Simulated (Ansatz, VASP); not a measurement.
## Cross-check of Ca3PbS4 (random rock-salt alloy of CaS and PbS) between VASP and Ansatz

Aim: how closely do two programs agree when they are given the same cell, functional and k mesh? The structure shown is the end of the Ansatz relaxation below.

Calculated with Ansatz 0.2.0; plane waves, with VASP 6.6.1 beside it; single point at PBE.

### 1. The structure

The cell holds 64 atoms: 24 Ca, 32 S and 8 Pb. Cell: a = 11.503 Å, b = 11.503 Å, c = 11.503 Å, α = 90.0°, β = 90.0°, γ = 90.0°. It derives from CaS (rock-salt), repeated 2×2×2. Rock-salt CaS, 2 x 2 x 2 conventional cells, 8 of 32 Ca sites given to Pb at random (x = 0.250), lattice by Vegard's rule (a = 5.752 A); (so at first; earlier steps may have moved the atoms), displaced by a Gaussian of 0.02 A.

### 2. Ansatz: relaxation, PBE

Ansatz runs on its default PAW (the set named soft_2) files.

This run makes the geometry at which the two programs are then compared.

Contents of input.yaml:

```yaml
crystal:
  lattice:
    - [11.503, 0.0, 0.0]
    - [0.0, 11.503, 0.0]
    - [0.0, 0.0, 11.503]
  atoms:
    - { symbol: Ca, position: [0.0009600592785897232, 0.004576851918707347, 0.0004834287456343519] }
    - { symbol: S, position: [0.25057280977699165, 0.0028890008805241415, 0.9992528973472192] }
    - { symbol: Pb, position: [0.9997041820234535, 0.2512333032779588, 0.2490252422081059] }
    - { symbol: S, position: [0.25230802321558904, 0.24831033073759684, 0.24740909384357898] }
    - { symbol: Ca, position: [0.249172183326516, 0.9989811863727447, 0.2524210299504846] }
    - { symbol: S, position: [0.9999564343570276, 0.9999408606831821, 0.24782532244419744] }
    - { symbol: Ca, position: [0.24803835440298885, 0.2485479798330303, 0.00026665498898110086] }
    - { symbol: S, position: [0.0012122616627655845, 0.24888160145960983, 0.0008275015076290936] }
    - { symbol: Pb, position: [0.002290259209582531, 0.0001193698286752181, 0.49934659665183057] }
    - { symbol: S, position: [0.24720620020072043, 0.9974841209427592, 0.4975662339535003] }
    - { symbol: Ca, position: [0.9983979190582495, 0.24932629872535403, 0.7501297566187154] }
    - { symbol: S, position: [0.24641021404224792, 0.24995403784708162, 0.7490125760857281] }
    - { symbol: Ca, position: [0.25041237895645607, 0.0016529418198942365, 0.7464775028661338] }
    - { symbol: S, position: [0.9988679929470398, 0.9997320941125476, 0.7499058532816835] }
    - { symbol: Pb, position: [0.25172185543259473, 0.2507227916500847, 0.5004324252749278] }
    - { symbol: S, position: [0.0010372270492272988, 0.25008206895130963, 0.5012242940473619] }
    - { symbol: Ca, position: [0.00041696534674285615, 0.4968355288293335, 0.0013009106208138313] }
    - { symbol: S, position: [0.24843091457972571, 0.5014450347367763, 0.9969921628015911] }
    - { symbol: Ca, position: [0.9968780246689927, 0.7481688863283336, 0.25051662009143916] }
    - { symbol: S, position: [0.2524796934498333, 0.7483451380946714, 0.2510827187451341] }
    - { symbol: Ca, position: [0.24894327354227097, 0.49907771595520806, 0.25163128622003017] }
    - { symbol: S, position: [0.003868697748441699, 0.4995030119370853, 0.2518047681344099] }
    - { symbol: Pb, position: [0.2504238023492066, 0.7516422702001736, 0.9992367985035878] }
    - { symbol: S, position: [0.999435446617265, 0.754038313255462, 0.0006837077707058846] }
    - { symbol: Pb, position: [0.9977756675251658, 0.4996777036633777, 0.4969335864222044] }
    - { symbol: S, position: [0.25475148773798495, 0.4989758031209551, 0.5001624706391214] }
    - { symbol: Ca, position: [0.9989288613089281, 0.7496056072973096, 0.7523031173357196] }
    - { symbol: S, position: [0.24688805554102902, 0.7509866375169751, 0.7494990432750087] }
    - { symbol: Ca, position: [0.250653713294639, 0.49863153081554745, 0.750061759916337] }
    - { symbol: S, position: [0.9983352027232121, 0.49714314813933774, 0.7481759095756592] }
    - { symbol: Ca, position: [0.2500762306817789, 0.7508624062882401, 0.49926477894936305] }
    - { symbol: S, position: [0.999798749133096, 0.7502658842608523, 0.5000370162684258] }
    - { symbol: Ca, position: [0.5017497150937934, 0.0012456776561238698, 0.9995280452068076] }
    - { symbol: S, position: [0.7480493129722353, 0.9987762819220226, 0.9998334039169001] }
    - { symbol: Pb, position: [0.49900709372976115, 0.24821799844259462, 0.2510678648626358] }
    - { symbol: S, position: [0.7499674138900548, 0.2511609534179414, 0.2488122083314207] }
    - { symbol: Ca, position: [0.7478822120009035, 0.0006093204622519481, 0.25098042285382405] }
    - { symbol: S, position: [0.5000448156231212, 0.0010206709861413357, 0.24817170334038985] }
    - { symbol: Ca, position: [0.7486071702194373, 0.24990257617135633, 0.0012411139589550537] }
    - { symbol: S, position: [0.4983653838975331, 0.2510903045601765, 0.00212712631055976] }
    - { symbol: Ca, position: [0.5001710251651861, 0.9989100159311428, 0.4973783450073474] }
    - { symbol: S, position: [0.751489844120511, 0.9978415565933566, 0.500914955765407] }
    - { symbol: Ca, position: [0.49894913161365795, 0.24863239362600983, 0.7512750258115553] }
    - { symbol: S, position: [0.7526183145956478, 0.25097887173660877, 0.75199756159666] }
    - { symbol: Ca, position: [0.7482119697679116, 0.0007124060317152817, 0.7510648343427784] }
    - { symbol: S, position: [0.5002991340900251, 0.00047284483551918085, 0.7482602830479563] }
    - { symbol: Ca, position: [0.7479092548046993, 0.2511698182505899, 0.49953149020698584] }
    - { symbol: S, position: [0.4978457566356267, 0.250446932583982, 0.4988045457482006] }
    - { symbol: Ca, position: [0.5013140992958909, 0.49789233698648666, 0.9986109368402374] }
    - { symbol: S, position: [0.750937232632803, 0.49989839240404427, 0.000877932688896429] }
    - { symbol: Ca, position: [0.501325273564463, 0.7502176169891825, 0.25210874165244107] }
    - { symbol: S, position: [0.7484913904473305, 0.7496403893756712, 0.24859916204001395] }
    - { symbol: Pb, position: [0.7481450672922396, 0.49687578355203965, 0.24976088915891767] }
    - { symbol: S, position: [0.4961548675192241, 0.5033600820018149, 0.24812757631245594] }
    - { symbol: Ca, position: [0.7537593686182451, 0.7482820724740857, 0.0029837155061918494] }
    - { symbol: S, position: [0.49885310804708427, 0.7505833405640892, 0.002177980042399966] }
    - { symbol: Ca, position: [0.499718472528532, 0.5008329090436346, 0.5008812403262344] }
    - { symbol: S, position: [0.7520459482355351, 0.4992241441915749, 0.49935690186332715] }
    - { symbol: Ca, position: [0.5023564501848767, 0.7496932388916825, 0.7498839284419704] }
    - { symbol: S, position: [0.7510052132976923, 0.7482322653274434, 0.7493942963751066] }
    - { symbol: Pb, position: [0.7525249721424199, 0.4998851721819313, 0.7477814512109743] }
    - { symbol: S, position: [0.5009495576334706, 0.5006080856239982, 0.7478791274886648] }
    - { symbol: Ca, position: [0.7489355964412369, 0.7522571733346849, 0.4999672230415063] }
    - { symbol: S, position: [0.5012536131357171, 0.7473097811257813, 0.5000366888660153] }
kpoints:
  mp_grid:
    grid: [1, 1, 1]
hamiltonian:
  xc: pbe
scf:
  occupations:
    method: fermi_dirac
    width: 0.05
relax:
  f_tol: 0.05
  max_steps: 133
output:
  forces: true
```

On the command line:

```console
$ python workflow.py
```

### 3. VASP: single point, PBE

The same cell, functional, mesh and smearing now go to VASP, with its own data sets and cutoff.

Lines of VASP's logs that name or quote its potential files are left out, and so is its time.

Contents of INCAR:

```
SYSTEM = Ca3PbS4
PREC = Accurate
ENCUT = 400
EDIFF = 1E-05
NELM = 100
ISMEAR = -1
SIGMA = 0.05
LREAL = Auto
ALGO = Fast
GGA = PE
LORBIT = 11
LWAVE = .FALSE.
LCHARG = .FALSE.
NCORE = 8
ISIF = 2
```

Contents of POSCAR:

```
Ca3PbS4
1.0
   11.5030000000      0.0000000000      0.0000000000
    0.0000000000     11.5030000000      0.0000000000
    0.0000000000      0.0000000000     11.5030000000
Ca S Pb
24 32 8
Direct
    0.9996800000      0.9994200000      0.9989200000
    0.2507000000      0.0015200000      0.2485200000
    0.2503400000      0.2502800000      0.9984700000
    0.9980700000      0.2494000000      0.7523400000
    0.2509200000      0.0003400000      0.7501400000
    0.0018400000      0.5000900000      0.9991100000
    0.0010800000      0.7508800000      0.2479300000
    0.2508400000      0.5019700000      0.2478000000
    0.0003200000      0.7507200000      0.7485100000
    0.2509700000      0.5004800000      0.7506000000
    0.2515300000      0.7509200000      0.4989000000
    0.5014100000      0.9996700000      0.9989900000
    0.7495800000      0.9978100000      0.2499000000
    0.7501300000      0.2476600000      0.0017800000
    0.5008000000      0.9980700000      0.5007000000
    0.5000300000      0.2490500000      0.7511200000
    0.7493300000      0.9995300000      0.7511000000
    0.7473600000      0.2491500000      0.5028500000
    0.5015000000      0.4996500000      0.9991200000
    0.4995300000      0.7510600000      0.2500800000
    0.7507400000      0.7496200000      0.9992800000
    0.4989300000      0.5018000000      0.5004000000
    0.5002600000      0.7508400000      0.7485400000
    0.7490100000      0.7495700000      0.4999100000
    0.2514100000      0.0074000000      0.9998100000
    0.2493400000      0.2518000000      0.2392300000
    0.0008800000      0.9937000000      0.2422200000
    0.9985800000      0.2500300000      0.9956800000
    0.2571500000      0.9944500000      0.4988400000
    0.2493600000      0.2492300000      0.7548000000
    0.0017000000      0.9994100000      0.7564100000
    0.9864300000      0.2504900000      0.5123200000
    0.2520100000      0.4932800000      0.9992600000
    0.2499800000      0.7520500000      0.2561600000
    0.0072800000      0.5072900000      0.2425200000
    0.9925600000      0.7493200000      0.9977700000
    0.2550200000      0.5071800000      0.4990600000
    0.2496100000      0.7513300000      0.7415500000
    0.0078900000      0.5005000000      0.7561100000
    0.9983500000      0.7498200000      0.4982800000
    0.7493000000      0.9996700000      0.0005400000
    0.7497700000      0.2369500000      0.2523200000
    0.4991900000      0.9934500000      0.2486400000
    0.5018900000      0.2503800000      0.9936700000
    0.7430300000      0.9990100000      0.5005200000
    0.7489300000      0.2418600000      0.7526100000
    0.4982700000      0.9986600000      0.7511000000
    0.5041600000      0.2498800000      0.5078300000
    0.7516600000      0.4966800000      0.0008800000
    0.7507000000      0.7547200000      0.2506200000
    0.4935700000      0.5078000000      0.2492100000
    0.5089500000      0.7488700000      0.9983300000
    0.7383200000      0.4996800000      0.5003600000
    0.7510300000      0.7567900000      0.7483600000
    0.4930400000      0.5011000000      0.7502900000
    0.5019400000      0.7498200000      0.5004600000
    0.9988600000      0.2500600000      0.2494400000
    0.9992200000      0.9982900000      0.4999200000
    0.2495100000      0.2504600000      0.5016700000
    0.2506500000      0.7502700000      0.9988900000
    0.0012800000      0.5019400000      0.4997900000
    0.4996000000      0.2498600000      0.2498100000
    0.7500400000      0.5014600000      0.2495400000
    0.7499200000      0.4991900000      0.7508700000
```

Contents of KPOINTS:

```
Automatic mesh
0
Gamma
1 1 1
0 0 0
```

Potentials, in the order of the species: Ca_sv, S and Pb_d (PBE family, release 64).

On the command line:

```console
$ mpirun -np 8 vasp_gam
```

Log:

```text
[banner, memory and clock lines left out]
running    8 mpi-ranks, on    1 nodes
[...]
|                                                                             |
|           W    W    AA    RRRRR   N    N  II  N    N   GGGG   !!!           |
|           W    W   A  A   R    R  NN   N  II  NN   N  G    G  !!!           |
|           W    W  A    A  R    R  N N  N  II  N N  N  G       !!!           |
|           W WW W  AAAAAA  RRRRR   N  N N  II  N  N N  G  GGG   !            |
|           WW  WW  A    A  R   R   N   NN  II  N   NN  G    G                |
|           W    W  A    A  R    R  N    N  II  N    N   GGGG   !!!           |
|                                                                             |
|     For optimal performance we recommend to set                             |
|       NCORE = 2 up to number-of-cores-per-socket                            |
|     NCORE specifies how many cores store one orbital (NPAR=cpu/NCORE).      |
|     This setting can greatly improve the performance of VASP for DFT.       |
|     The default, NCORE=1 might be grossly inefficient on modern             |
|     multi-core architectures or massively parallel machines. Do your        |
|     Unfortunately you need to use the default for GW and RPA                |
|     calculations (for HF NCORE is supported but not extensively tested      |
|     yet).                                                                   |
|                                                                             |

 LDA part: xc-table for (Slater+PW92), standard interpolation
 POSCAR, INCAR and KPOINTS ok, starting setup
[...]
entering main loop
       N       E                     dE             d eps       ncg     rms          rms(c)
DAV:   1     0.742136280759E+04    0.74214E+04   -0.23773E+05   660   0.149E+03
DAV:   2     0.111391363922E+04   -0.63074E+04   -0.60747E+04   668   0.485E+02
DAV:   3    -0.160089550378E+03   -0.12740E+04   -0.11883E+04   924   0.197E+02
DAV:   4    -0.320532492729E+03   -0.16044E+03   -0.15847E+03   952   0.693E+01
[...]
RMM:  30    -0.317031093368E+03   -0.21140E-04   -0.25809E-04  1077   0.236E-02    0.342E-02
RMM:  31    -0.317031107839E+03   -0.14471E-04   -0.13147E-04   942   0.176E-02    0.358E-02
RMM:  32    -0.317031109768E+03   -0.19291E-05   -0.97735E-05   970   0.159E-02
   1 F= -.31703111E+03 E0= -.31703111E+03  d E =-.507141E-08
```

OUTCAR, selected parts (step 3):

```text
  Total       16.5455428     16.8678266     16.9373608      0.0306450     -0.0715839     -0.1039552
  in kB       17.4163941     17.7556408     17.8288349      0.0322580     -0.0753516     -0.1094267
  external PRESSURE =      17.6669566 kB  Pullay stress =       0.0000000 kB

 POSITION                                       TOTAL-FORCE (eV/Angst)
 -----------------------------------------------------------------------------------
     11.49932     11.49633     11.49058        -0.000307      0.000475      0.000999
      2.88380      0.01748      2.85873         0.004214     -0.000709     -0.000660
      2.87966      2.87897     11.48540         0.000143     -0.002461      0.000721
     11.48080      2.86885      8.65417         0.001042     -0.004542     -0.000863
      2.88633      0.00391      8.62886        -0.004350      0.000580      0.000833
      0.02117      5.75254     11.49276        -0.000146     -0.000080     -0.003898
      0.01242      8.63737      2.85194         0.001158      0.001606     -0.002465
      2.88541      5.77416      2.85044         0.000558     -0.003037      0.001781
      0.00368      8.63553      8.61011        -0.000943      0.002617      0.000434
      2.88691      5.75702      8.63415        -0.003887     -0.001001     -0.005207
      2.89335      8.63783      5.73885        -0.000722      0.003384     -0.000026
      5.76772     11.49920     11.49138        -0.002068     -0.000720      0.001959
      8.62242     11.47781      2.87460        -0.004455     -0.009454      0.000077
      8.62875      2.84883      0.02048         0.000140      0.006059      0.000848
[...]
-----------------------------------------------------------------------------------
    total drift:                                0.000854      0.001829     -0.000090

  FREE ENERGIE OF THE ION-ELECTRON SYSTEM (eV)
  ---------------------------------------------------
  free  energy   TOTEN  =      -317.0311097680 eV

  energy  without entropy=     -317.0311097629  energy(sigma->0) =     -317.03110977

[... 1 further part left out ...]
```

The run ends at a pressure of 1.77 GPa, with forces up to 0.020 eV/Å.

### 4. Comparison

Known differences besides the potentials themselves: VASP leaves aspherical gradient terms in its spheres out (LASPH is not set), Ansatz keeps them. Total energies have different zeros and are not compared.

Compared:

```
              quantity  Ansatz   VASP  difference
gap on the k mesh (eV)   2.138  2.142      -0.004
```

At this near-relaxed geometry the largest component of a force difference is 15 meV/Å. A gap on the mesh is an upper bound, since the band edges may lie between its points; neither run holds spin-orbit coupling, which can move the band edges of a compound of Pb. VASP's last cycles still show a density residual of 4e-03, so its state may not be settled.

### 5. Summary of results

| Property | Result |
| --- | --- |
| difference in gap on the k mesh (single point, PBE) | -0.0037 eV |

The difference in gap on the k mesh is -0.0037 eV (single point, PBE), within the 0.08 eV picked in this series as the mark of a large difference. Such differences can come from data sets, numerical settings and the points named under the comparisons, not from the functional's error against experiment.

[Lines on the potential files, build, host, timing and source positions are cut from VASP's logs without a mark.]

[Logs are printed without paths, hosts, clocks, repeated set-up lines and the standing remarks that a program may print on its own settings, such as how far it seeks lower states.]

[Hosts, paths, dates, database ids (printed as entryN), source tags and the programs' standing remarks are cut or masked in the printed files.]
